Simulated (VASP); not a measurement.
Data:

```xyz
1
Lattice="-1.5546 1.5546 1.5546 1.5546 -1.5546 1.5546 1.5546 1.5546 -1.5546" Properties=species:S:1:pos:R:3 pbc="T T T"
W      0.0000     0.0000     0.0000
```

Level of theory: r2SCAN meta-GGA, VASP's PBE PAW potentials (set 64) (plane waves; VASP). Run with 480 eV cut-off, 16×16×16 Γ-centred mesh, first-order Methfessel-Paxton smearing of 0.10 eV, potentials W_sv.

Question: Give the stress tensor in GPa (positive for a compressed cell).

Answer: 
```
21.53   0.00   0.00
 0.00  21.53   0.00
 0.00   0.00  21.53
```
The pressure is its mean diagonal, 21.53 GPa.

The compound is W in the bcc structure. This cell was strained or had an atom moved on purpose.
